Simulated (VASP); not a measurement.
Output of a VASP run:

OUTCAR:
```
 ion  position               nearest neighbor table
   1  0.333  0.667  0.999-   4 2.12   4 2.12   4 2.12   3 2.14
   2  0.667  0.333  0.499-   3 2.12   3 2.12   3 2.12   4 2.14
   3  0.333  0.667  0.376-   2 2.12   2 2.12   2 2.12   1 2.14
   4  0.667  0.333  0.876-   1 2.12   1 2.12   1 2.12   2 2.14
  LATTYP: Found a hexagonal cell.
 ALAT       =     3.4721176914
 C/A-ratio  =     1.6364434230
 Subroutine PRICEL returns:
 Original cell was already a primitive cell.
 Subroutine GETGRP returns: Found 12 space group operations
The static configuration has the point symmetry C_3v.
 The point group associated with its full space group is C_6v.
The dynamic configuration has the point symmetry C_3v.
 Subroutine INISYM returns: Found 12 space group operations
 Subroutine IBZKPT returns following result:
 Found     64 irreducible k-points:

 Following reciprocal coordinates:
            Coordinates               Weight
  0.000000  0.000000  0.000000      1.000000
  0.090909  0.000000  0.000000      6.000000
  0.181818  0.000000  0.000000      6.000000
  0.272727  0.000000  0.000000      6.000000
  0.363636  0.000000  0.000000      6.000000
  0.454545  0.000000  0.000000      6.000000
  0.090909  0.090909  0.000000      6.000000
  0.181818  0.090909  0.000000     12.000000
  0.272727  0.090909  0.000000     12.000000
  0.363636  0.090909  0.000000     12.000000
  0.454545  0.090909  0.000000      6.000000
  0.181818  0.181818  0.000000      6.000000
  0.272727  0.181818  0.000000     12.000000
  0.363636  0.181818  0.000000     12.000000
  0.272727  0.272727  0.000000      6.000000
  0.363636  0.272727  0.000000      6.000000
  0.000000  0.000000  0.166667      2.000000
  0.090909  0.000000  0.166667     12.000000
  0.181818  0.000000  0.166667     12.000000
  0.272727  0.000000  0.166667     12.000000
  0.363636  0.000000  0.166667     12.000000
  0.454545  0.000000  0.166667     12.000000
  0.090909  0.090909  0.166667     12.000000
  0.181818  0.090909  0.166667     24.000000
  0.272727  0.090909  0.166667     24.000000
  0.363636  0.090909  0.166667     24.000000
  0.454545  0.090909  0.166667     12.000000
  0.181818  0.181818  0.166667     12.000000
  0.272727  0.181818  0.166667     24.000000
  0.363636  0.181818  0.166667     24.000000
  0.272727  0.272727  0.166667     12.000000
  0.363636  0.272727  0.166667     12.000000
  0.000000  0.000000  0.333333      2.000000
  0.090909  0.000000  0.333333     12.000000
  0.181818  0.000000  0.333333     12.000000
  0.272727  0.000000  0.333333     12.000000
  0.363636  0.000000  0.333333     12.000000
  0.454545  0.000000  0.333333     12.000000
  0.090909  0.090909  0.333333     12.000000
  0.181818  0.090909  0.333333     24.000000
   k-points           NKPTS =     64   k-points in BZ     NKDIM =     64   number of bands    NBANDS=     18
   number of dos      NEDOS =    601   number of ions     NIONS =      4
   total plane-waves  NPLWV =  23040
   dimension x,y,z NGX =    24 NGY =   24 NGZ =   40
   dimension x,y,z NGXF=    48 NGYF=   48 NGZF=   80
   ions per type =               2   2
   PREC   = accura    normal or accurate (medium, high low for compatibility)
   ISTART =      0    job   : 0-new  1-cont  2-samecut
   ICHARG =      2    charge: 1-file 2-atom 10-const
   ISPIN  =      1    spin polarized calculation?
   LNONCOLLINEAR =      F non collinear calculations
   LSORBIT =      F    spin-orbit coupling
   INIWAV =      1    electr: 0-lowe 1-rand  2-diag
   ENCUT  =  400.0 eV  29.40 Ry    5.42 a.u.   5.66  5.66  9.27*2*pi/ulx,y,z
   NELM   =    100;   NELMIN=  2; NELMDL= -5     # of ELM steps
   EDIFF  = 0.1E-06   stopping-criterion for ELM
   LREAL  =      F    real-space projection
   NLSPLINE    = F    spline interpolate recip. space projectors
   LMAXMIX     =    4 max onsite mixed and CHGCAR
   VOSKOWN=      0    Vosko Wilk Nusair interpolation
...
```

**OSZICAR**
```
       N       E                     dE             d eps       ncg     rms          rms(c)
DAV:   1     0.153372973088E+03    0.15337E+03   -0.10880E+04  2304   0.138E+03
DAV:   2    -0.176153539548E+02   -0.17099E+03   -0.16680E+03  2306   0.309E+02
DAV:   3    -0.307297127108E+02   -0.13114E+02   -0.12573E+02  2788   0.951E+01
DAV:   4    -0.312931919545E+02   -0.56348E+00   -0.55935E+00  2648   0.203E+01
DAV:   5    -0.313110268402E+02   -0.17835E-01   -0.17824E-01  2760   0.340E+00    0.210E+01
DAV:   6    -0.397870482072E+02   -0.84760E+01   -0.10869E+02  2848   0.174E+02    0.296E+01
DAV:   7    -0.272410804194E+02    0.12546E+02   -0.45527E+01  2480   0.130E+02    0.652E+00
DAV:   8    -0.277237864435E+02   -0.48271E+00   -0.58226E+00  2402   0.152E+01    0.291E+00
DAV:   9    -0.276410373129E+02    0.82749E-01   -0.18600E-01  3276   0.621E+00    0.109E+00
DAV:  10    -0.276338574911E+02    0.71798E-02   -0.38140E-02  3478   0.175E+00    0.285E-01
DAV:  11    -0.276335999519E+02    0.25754E-03   -0.93028E-04  2792   0.353E-01    0.158E-01
DAV:  12    -0.276334626124E+02    0.13734E-03   -0.27011E-04  3018   0.125E-01    0.533E-02
DAV:  13    -0.276334634852E+02   -0.87273E-06   -0.15104E-05  2492   0.347E-02    0.490E-02
DAV:  14    -0.276334618598E+02    0.16254E-05   -0.26669E-06  2480   0.124E-02    0.420E-02
DAV:  15    -0.276334752641E+02   -0.13404E-04   -0.92186E-05  3212   0.660E-02    0.195E-01
DAV:  16    -0.276334909654E+02   -0.15701E-04   -0.27611E-04  2430   0.105E-01    0.185E-01
DAV:  17    -0.276334768517E+02    0.14114E-04   -0.16425E-05  2668   0.581E-02    0.162E-01
DAV:  18    -0.276334623854E+02    0.14466E-04   -0.20923E-05  2354   0.286E-02    0.757E-02
DAV:  19    -0.276334595802E+02    0.28052E-05   -0.42696E-06  2758   0.165E-02    0.322E-02
DAV:  20    -0.276334589252E+02    0.65500E-06   -0.91462E-07  2326   0.678E-03    0.120E-02
DAV:  21    -0.276334588093E+02    0.11586E-06   -0.19979E-07  1448   0.479E-03    0.328E-03
DAV:  22    -0.276334588219E+02   -0.12554E-07   -0.75259E-08  1152   0.229E-03
   1 F= -.27633459E+02 E0= -.27633459E+02  d E =0.000000E+00
```

### OUTCAR
```
------------------------ aborting loop because EDIFF is reached ----------------------------------------
  FORCE on cell =-STRESS in cart. coord.  units (eV):
  Direction    XX          YY          ZZ          XY          YZ          ZX
  --------------------------------------------------------------------------------------
  Total       -0.1834112     -0.1834111      0.4001936      0.0000000      0.0000000      0.0000000
  in kB       -4.9536063     -4.9536053     10.8085101      0.0000000      0.0000000      0.0000000
  external PRESSURE =       0.3004328 kB  Pullay stress =       0.0000000 kB
  volume of cell :       59.32
      direct lattice vectors                 reciprocal lattice vectors
     3.472117691  0.000000000  0.000000000     0.288008670  0.166281900  0.000000000
    -1.736058846  3.006941832  0.000000000     0.000000000  0.332563799  0.000000000
     0.000000000  0.000000000  5.681924160     0.000000000  0.000000000  0.175996717
 POSITION                                       TOTAL-FORCE (eV/Angst)
 -----------------------------------------------------------------------------------
     -0.00000      2.00463      5.67817         0.000000      0.000000      0.066447
      1.73606      1.00231      2.83721        -0.000000      0.000000      0.066447
     -0.00000      2.00463      2.13448        -0.000000      0.000000     -0.066447
      1.73606      1.00231      4.97544         0.000000      0.000000     -0.066447
 -----------------------------------------------------------------------------------
    total drift:                               -0.000378      0.000218     -0.000234
  FREE ENERGIE OF THE ION-ELECTRON SYSTEM (eV)
  ---------------------------------------------------
  free  energy   TOTEN  =       -27.6334588219 eV

  energy  without entropy=      -27.6334588219  energy(sigma->0) =      -27.63345882

 total charge

# of ion       s       p       d       tot
------------------------------------------
    1        0.560   0.521   7.541   8.623
    2        0.560   0.521   7.541   8.623
    3        1.055   1.440   0.000   2.495
    4        1.055   1.440   0.000   2.495
--------------------------------------------------
tot          3.230   3.923  15.083  22.235

 Electric field gradients after diagonalization (V/A^2)
 (convention: |V_zz| > |V_xx| > |V_yy|)
----------------------------------------------------------------------
 ion       V_xx      V_yy      V_zz     asymmetry (V_yy - V_xx)/ V_zz
----------------------------------------------------------------------
   1       4.124     4.118    -8.243       0.001
   2       4.124     4.118    -8.243       0.001
   3      -4.458    -4.458     8.916       0.000
   4      -4.458    -4.458     8.916       0.000
```
(Selected blocks of OUTCAR.)

### POSCAR
```
CoP
1
    3.4721176914     0.0000000000    -0.0000000000
   -1.7360588457     3.0069418316     0.0000000000
    0.0000000000     0.0000000000     5.6819241599
Co P
2 2
Direct
  0.3333330000   0.6666670000   0.9993391139
  0.6666670000   0.3333330000   0.4993391139
  0.3333330000   0.6666670000   0.3756608861
  0.6666670000   0.3333330000   0.8756608861
```

**Question.** Write an INCAR and KPOINTS that could have produced this output.

**Answer.** One answer among several that fit: the input of the run itself, PBEsol GGA, plane waves, VASP's PBE PAW potentials (set 64).

INCAR:
```
ALGO = Normal
EDIFF = 1E-7
ENCUT = 400
GGA = PS
ISIF = 2
ISMEAR = -5
LASPH = .True.
LCHARG = .True.
LEFG = .True.
LMAXMIX = 4
LORBIT = 11
LREAL = .False.
LWAVE = .False.
NEDOS = 601
NELM = 100
PREC = Accurate
SYSTEM = CoP
```

**KPOINTS**
```
K-points
0
gamma
11 11 6
```

POTCAR, in this order: Co P (PBE.64 set). Program: vasp_std.

For a metal the tetrahedron method with Blöchl corrections gives inexact stress and forces.

The structure was generated: CoP was put into the wurtzite type (P6_3mc), which need not be its known phase. It was relaxed first, which changed the volume by -24 %. The run is not spin-polarised, so no magnetic state was tried.
